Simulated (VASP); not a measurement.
# CsTaS2 (P-6m2) in VASP: further runs, part 2 of 3

VASP 6.6.1. The steps go on from the part before.

### 3 Relaxation of cell and atoms, PBE+TS-HI

File INCAR:

```
SYSTEM = CsTaS2
PREC     = Accurate       ! precision mode
ENCUT    = 600            ! plane-wave cutoff, eV
EDIFF    = 1E-6           ! SCF threshold, eV
ISMEAR   = -1             ! smearing method
SIGMA    = 0.05           ! smearing width, eV
LREAL    = .False.        ! projectors in reciprocal space
LASPH    = .True.         ! aspherical terms in the spheres
NELM     = 100            ! most SCF steps
ALGO     = Normal         ! electronic algorithm
ISIF     = 3              ! what is computed and relaxed
LWAVE    = .False.        ! write WAVECAR
LCHARG   = .False.        ! write CHGCAR
GGA      = PE             ! functional
IVDW     = 21             ! dispersion correction
IBRION   = 2              ! ionic algorithm
NSW      = 40             ! ionic steps
EDIFFG   = -0.01          ! ionic threshold
```

File KPOINTS:

```
regular mesh
0
Gamma
  7 7 3
  0 0 0
```

File POSCAR:

```
CsTaS2
1.0
    3.5423800000      0.0000000000      0.0000000000
   -1.7711900000      3.0677900000      0.0000000000
    0.0000000000      0.0000000000      8.2684800000
Cs Ta S
1 1 2
Direct
    0.0000000000      0.0000000000      0.5000000000
    0.3333300000      0.6666700000      0.0000000000
    0.6666700000      0.3333300000      0.1817700000
    0.6666700000      0.3333300000      0.8182300000
```

Potentials or basis: VASP PAW PBE potentials, release 64 (Cs_sv, Ta_pv, S).

Started as:

```
cat potpaw_PBE.64/Cs_sv/POTCAR potpaw_PBE.64/Ta_pv/POTCAR potpaw_PBE.64/S/POTCAR > POTCAR
mpirun -np 1 vasp_std > vasp.out
```

OUTCAR:

```text
SYSTEM = CsTaS2
   PREC = Accurate
   ENCUT = 600
   EDIFF = 1E-6
   ISMEAR = -1
   LREAL = .False.
   LASPH = .True.
   NELM = 100
   ISIF = 3
   GGA = PE
   IVDW = 21
   IBRION = 2
   NSW = 40
   EDIFFG = -0.01
  IVDW =  21

 ion  position               nearest neighbor table
   1  0.000  0.000  0.500-
   2  0.333  0.667  0.000-   3 2.54   4 2.54   3 2.54   4 2.54   3 2.54   4 2.54
   3  0.667  0.333  0.182-   2 2.54   2 2.54   2 2.54
   4  0.667  0.333  0.818-   2 2.54   2 2.54   2 2.54

  LATTYP: Found a hexagonal cell.
 ALAT       =     3.5423800000
 C/A-ratio  =     2.3341595199

  Lattice vectors:

 A1 = (   3.5423800000,   0.0000000000,   0.0000000000)
 A2 = (  -1.7711900000,   3.0677900000,   0.0000000000)
 A3 = (   0.0000000000,   0.0000000000,   8.2684800000)

Analysis of symmetry for initial positions (statically):
=====================================================================
 Subroutine PRICEL returns:
 Original cell was already a primitive cell.

 Routine SETGRP: Setting up the symmetry group for a
 hexagonal supercell.

 Subroutine GETGRP returns: Found  4 space group operations
 (whereof  4 operations were pure point group operations)
 out of a pool of 24 trial point group operations.

The static configuration has the point symmetry C_2v.

Analysis of symmetry for dynamics (positions and initial velocities):
=====================================================================
 Subroutine PRICEL returns:
 Original cell was already a primitive cell.

 Routine SETGRP: Setting up the symmetry group for a
 hexagonal supercell.

 Subroutine GETGRP returns: Found  4 space group operations
 (whereof  4 operations were pure point group operations)
 out of a pool of 24 trial point group operations.

The dynamic configuration has the point symmetry C_2v.

 Subroutine INISYM returns: Found  4 space group operations
 (whereof  4 operations are pure point group operations),
 and found     1 'primitive' translations

----------------------------------------------------------------------------------------

                                     Primitive cell

  volume of cell :      89.8559

  direct lattice vectors                    reciprocal lattice vectors
     3.542380000  0.000000000  0.000000000     0.282296083  0.162983777  0.000000000
    -1.771190000  3.067790000  0.000000000     0.000000000  0.325967553  0.000000000
     0.000000000  0.000000000  8.268480000     0.000000000  0.000000000  0.120941213

  length of vectors
     3.542380000  3.542379073  8.268480000     0.325967468  0.325967553  0.120941213

  position of ions in fractional coordinates (direct lattice)
     0.000000000  0.000000000  0.500000000
     0.333330000  0.666670000  0.000000000
     0.666670000  0.333330000  0.181770000
     0.666670000  0.333330000  0.818230000

  ion indices of the primitive-cell ions
   primitive index   ion index
                 1           1
                 2           2
                 3           3
                 4           4

----------------------------------------------------------------------------------------

 KPOINTS: regular mesh

Automatic generation of k-mesh.
 Grid dimensions read from file:
 generate k-points for:    7    7    3

 Generating k-lattice:

  Cartesian coordinates                     Fractional coordinates (reciprocal lattice)
     0.040328012  0.023283397  0.000000000     0.142857143  0.000000000  0.000000000
     0.000000000  0.046566793  0.000000000     0.000000000  0.142857143  0.000000000
     0.000000000  0.000000000  0.040313738     0.000000000  0.000000000  0.333333333

  Length of vectors
     0.046566781  0.046566793  0.040313738

  Shift w.r.t. Gamma in fractional coordinates (k-lattice)
     0.000000000  0.000000000  0.000000000

 Subroutine IBZKPT returns following result:
 ===========================================

 Found     32 irreducible k-points:

 Following reciprocal coordinates:
            Coordinates               Weight
  0.000000  0.000000  0.000000      1.000000
  0.142857  0.000000  0.000000      4.000000
 -0.142857  0.142857  0.000000      2.000000
  0.285714  0.000000  0.000000      4.000000
 -0.285714  0.285714  0.000000      2.000000
  0.428571  0.000000  0.000000      4.000000
[... 16 lines left out ...]
 -0.428571  0.428571  0.333333      4.000000
  0.142857  0.142857  0.333333      4.000000
 [... further k-points ...]
   k-points           NKPTS =     32   k-points in BZ     NKDIM =     32   number of bands    NBANDS=     20
   number of dos      NEDOS =    301   number of ions     NIONS =      4
   total plane-waves  NPLWV =  54880
   dimension x,y,z NGX =    28 NGY =   28 NGZ =   70
   dimension x,y,z NGXF=    56 NGYF=   56 NGZF=  140
   ions per type =               1   1   2
   NGX,Y,Z   is equivalent  to a cutoff of  13.14, 13.14, 14.07 a.u.
   NGXF,Y,Z  is equivalent  to a cutoff of  26.28, 26.28, 28.15 a.u.
 SYSTEM =  CsTaS2
   PREC   = accura    normal or accurate (medium, high low for compatibility)
   ISTART =      0    job   : 0-new  1-cont  2-samecut
   ICHARG =      2    charge: 1-file 2-atom 10-const
   ISPIN  =      1    spin polarized calculation?
   LNONCOLLINEAR =      F non collinear calculations
   LSORBIT =      F    spin-orbit coupling
   LASPH  =      T    aspherical Exc in radial PAW
   ENCUT  =  600.0 eV  44.10 Ry    6.64 a.u.   7.08  7.08 16.51*2*pi/ulx,y,z
   NELM   =    100;   NELMIN=  2; NELMDL= -5     # of ELM steps
   EDIFF  = 0.1E-05   stopping-criterion for ELM
   LREAL  =      F    real-space projection
   EDIFFG = -.1E-01   stopping-criterion for IOM
   NSW    =     40    number of steps for IOM
   IBRION =      2    ionic relax: 0-MD 1-quasi-New 2-CG
   NFREE  =      1    steps in history (QN), initial steepest desc. (CG)
   ISIF   =      3    stress and relaxation
   ISYM   =      2    0-nonsym 1-usesym 2-fastsym
   POTIM  = 0.5000    time-step for ionic-motion
   TEBEG  =    0.0;   TEEND  =   0.0 temperature during run
   PSTRESS=    0.0 pullay stress
   NELECT =      32.0000    total number of electrons
   NUPDOWN=      -1.0000    fix difference up-down
   EMIN   =  10.00;   EMAX   =-10.00  energy-range for DOS
   EFERMI =   0.00;   METHOD = LEGACY
   ISMEAR =    -1;   SIGMA  =   0.05  broadening in eV -4-tet -1-fermi 0-gaus
   EFERMI_NEDOS =   21; number of points for ismear=-14 and -15
   IALGO  =     38    algorithm
   IMIX   =      4    mixing-type and parameters
     AMIX     =   0.40;   BMIX     =  1.00
     AMIX_MAG =   1.60;   BMIX_MAG =  1.00
  volume/ion in A,a.u.               =      22.46       151.59
  Fermi-wavevector in a.u.,A,eV,Ry     =   1.160404  2.192846 18.320764  1.346538
  Thomas-Fermi vector in A             =   2.296987
   LORBIT       =      0    0 simple, 1 ext, 2 COOP (PROOUT), +10 PAW based schemes
   GGA     = PE    functional components
   LHFCALC =     F    Hartree Fock is set to
   AEXX    =    0.0000 exact exchange contribution
   IVDW    =    21    specifies the selected vdW correction
   LEPSILON=     F    determine dielectric tensor
   LRPA    =     F    only Hartree local field effects (RPA)
 conjugate gradient relaxation of ions
 non-spin polarized calculation
  energy-cutoff  :      600.00
  volume of cell :       89.86
 maximum number of plane-waves:      3033
   NGX = 15   NGY = 15   NGZ = 33

--------------------------------------- Ionic step        1  -------------------------------------------

 number of electron      31.9999999 magnetization

 Free energy of the ion-electron system (eV)
  ---------------------------------------------------
  ext. energy  EPLUGINS =         0.00000000
  ---------------------------------------------------
  free energy    TOTEN  =       -24.90629745 eV

  energy without entropy =      -24.90496799  energy(sigma->0) =      -24.90563272

------------------------ aborting loop because EDIFF is reached ----------------------------------------

  Hirshfeld charges:
            ion         q(e)
   ------------------------------
      1     Cs          0.199
      2     Ta          0.312
      3     S          -0.255
      4     S          -0.255

  Tkatchenko/Scheffler method for vdW energy calculation
[... 119 lines left out ...]
  FREE ENERGIE OF THE ION-ELECTRON SYSTEM (eV)
  ---------------------------------------------------
  free  energy   TOTEN  =       -26.6096119480 eV

  energy  without entropy=      -26.6065731952  energy(sigma->0) =      -26.60809257

[... ionic steps 4 to 8 ...]

--------------------------------------- Ionic step        9  -------------------------------------------

 number of electron      31.9999999 magnetization

------------------------ aborting loop because EDIFF is reached ----------------------------------------
[... 83 lines left out ...]
--------------------------------------- Ionic step       11  -------------------------------------------

 number of electron      31.9999999 magnetization

 Free energy of the ion-electron system (eV)
  ---------------------------------------------------
  ext. energy  EPLUGINS =         0.00000000
  ---------------------------------------------------
  free energy    TOTEN  =       -24.82082097 eV

  energy without entropy =      -24.81769394  energy(sigma->0) =      -24.81925745

 E-fermi :   6.8609     XC(G=0): -10.6026

 val. band max:        6.8441942855   @ k =   0.0000   0.0000   0.3333
 cond. band min:       6.9949972923   @ k =   0.4286   0.0000   0.3333
 fundamental gap:      0.1508030069
 Fermi energy:         6.8608828348

 k-point     1 :       0.0000    0.0000    0.0000
  band No.  band energies     occupation
      1     -28.5649      2.00000
      2     -28.4558      2.00000
      3     -28.4558      2.00000
      4     -17.8023      2.00000
      5      -8.4832      2.00000
      6      -7.5450      2.00000
[... 541 lines left out ...]
     19       8.6898      0.00000
     20       9.0691      0.00000

 [... further k-points ...]

------------------------ aborting loop because EDIFF is reached ----------------------------------------

  Tkatchenko/Scheffler method for vdW energy calculation

  Number of pair interactions contributing to vdW energy:   61308
[... 29 lines left out ...]
  FREE ENERGIE OF THE ION-ELECTRON SYSTEM (eV)
  ---------------------------------------------------
  free  energy   TOTEN  =       -26.6301929159 eV

  energy  without entropy=      -26.6270658852  energy(sigma->0) =      -26.62862940

 reached required accuracy - stopping structural energy minimisation
```

Run time: 22 min. Hardware: 1 thread of AMD EPYC 7R43 (Zen 3), shared host; peak memory 0.27 GiB.

Results:

- Free energy: -26.6302 eV
- Relaxed volume: 21.32 Å³/atom
- Relaxed cell: a = 3.448 Å, b = 3.448 Å, c = 8.281 Å, α = 90.00°, β = 90.00°, γ = 120.00°
- Space group after relaxing (to 0.05 Å): P-6m2 (No. 187)
- Energy gained by relaxing: 19.3 meV/atom
- Ionic steps: 11
- Pressure after relaxing: 0.0 GPa
- Largest force after relaxing: 0.006 eV/Å
- Band gap on the k mesh: 0.15 eV, indirect (least direct gap 0.87 eV)
- Hirshfeld charges: Cs +0.20; Ta +0.31; S -0.26 e
- Dispersion energy per atom: -0.452 eV

Forces on the atoms (eV/Å):
```
Cs   0.000  0.000  0.000
Ta   0.000  0.000  0.000
S    0.000  0.000  0.006
S    0.000  0.000 -0.006
```

The path:
| step | energy change (eV) | largest force (eV/Å) | pressure (GPa) | volume (Å³) |
| --- | --- | --- | --- | --- |
| 1 | 0.0000 | 0.0477 | -3.84 | 89.86 |
| 2 | -0.0288 | 0.6595 | 3.58 | 83.03 |
| 3 | -0.0568 | 0.3413 | 0.12 | 85.84 |
| 4 | -0.0567 | 0.3714 | 0.43 | 85.56 |
| 5 | -0.0801 | 0.0135 | -0.01 | 85.33 |
| 6 | -0.0799 | 0.0212 | 0.00 | 85.34 |
| 7 | -0.0795 | 0.0378 | 0.02 | 85.35 |
| 8 | -0.0788 | 0.0164 | -0.06 | 85.37 |
| 9 | -0.0783 | 0.0012 | -0.12 | 85.39 |
| 10 | -0.0771 | 0.0080 | 0.04 | 85.22 |
| 11 | -0.0773 | 0.0064 | 0.00 | 85.27 |

Final structure:
```
CELL_PARAMETERS angstrom
3.44820 0.00000 0.00000
-1.72410 2.98623 0.00000
0.00000 0.00000 8.28079
ATOMIC_POSITIONS crystal
Cs 0.00000 0.00000 0.50000
Ta 0.33333 0.66667 0.00000
S 0.66667 0.33333 0.18387
S 0.66667 0.33333 0.81613
```

Caveat: spin-orbit coupling is left out, which moves the levels of the heavy elements; an odd mesh through Γ misses points on the zone boundary, where band edges often lie.

### 4 Relaxation of cell and atoms, LDA

File INCAR:

```
SYSTEM = CsTaS2
  ALGO = Fast
  EDIFF = 1E-6
  EDIFFG = -0.02
  ENCUT = 600
  IBRION = 2
  ISIF = 3
  ISMEAR = -1
  LASPH = .TRUE.
  LCHARG = .FALSE.
  LREAL = .FALSE.
  LWAVE = .FALSE.
  NELM = 80
  NSW = 60
  PREC = Accurate
  SIGMA = 0.05
```

File KPOINTS:

```
k-points
0
G
  7 7 3
  0 0 0
```

POSCAR is that of step 3.

Potentials or basis: VASP PAW LDA potentials, release 64 (Cs_sv, Ta_pv, S).

Started as:

```
cat potpaw_LDA.64/Cs_sv/POTCAR potpaw_LDA.64/Ta_pv/POTCAR potpaw_LDA.64/S/POTCAR > POTCAR
mpirun -np 1 vasp_std > vasp.out
```

Run time: 11 min. Hardware: 1 thread of Intel Xeon Platinum 8175M at 2.50GHz (Skylake/Cascade Lake), shared host; peak memory 0.25 GiB.

Results (log left out):

- Free energy: -27.9885 eV
- Relaxed volume: 21.00 Å³/atom
- Relaxed cell: a = 3.463 Å, b = 3.463 Å, c = 8.089 Å, α = 90.00°, β = 90.00°, γ = 120.00°
- Space group after relaxing (to 0.05 Å): P-6m2 (No. 187)
- Energy gained by relaxing: 26.5 meV/atom
- Ionic steps: 10
- Pressure after relaxing: 0.0 GPa
- Largest force after relaxing: 0.004 eV/Å
- Band gap on the k mesh: 0.21 eV, indirect (least direct gap 0.86 eV)

Forces on the atoms (eV/Å):
```
Cs   0.000  0.000  0.000
Ta   0.000  0.000  0.000
S    0.000  0.000  0.004
S    0.000  0.000 -0.004
```

The path:
```
step  energy change (eV)  largest force (eV/Å)  pressure (GPa)  volume (Å³)
   1              0.0000                0.3636           -5.76        89.86
   2              0.0317                1.2409            7.80        79.75
   3             -0.0977                0.3164           -0.25        84.94
   4             -0.0977                0.3301           -0.16        84.84
   5             -0.1049                0.1163            0.00        84.26
   6             -0.1054                0.0497            0.05        84.07
   7             -0.1060                0.0127           -0.09        84.11
   8             -0.1061                0.0090           -0.16        84.13
   9             -0.1061                0.0208            0.14        83.87
  10             -0.1062                0.0037            0.01        84.02
```

Final structure:
```yaml
crystal:
  lattice:
    - [3.46307, 0.00000, 0.00000]
    - [-1.73154, 2.99910, 0.00000]
    - [0.00000, 0.00000, 8.08927]
  atoms:
    - { symbol: Cs, position: [0.00000, 0.00000, 0.50000] }
    - { symbol: Ta, position: [0.33333, 0.66667, 0.00000] }
    - { symbol: S, position: [0.66667, 0.33333, 0.18365] }
    - { symbol: S, position: [0.66667, 0.33333, 0.81635] }
```

Levels at points of the mesh, in eV from the valence-band top:
| k point | band 14 | band 15 | band 16 | band 17 | band 18 | band 19 |
| --- | --- | --- | --- | --- | --- | --- |
| (0.00, 0.00, 0.00) | -3.13 | -2.20 | -0.45 | 1.02 | 1.46 | 1.46 |

Caveat: spin-orbit coupling is left out, which moves the levels of the heavy elements; an odd mesh through Γ misses points on the zone boundary, where band edges often lie.

(Continued in part 3 of 3.)
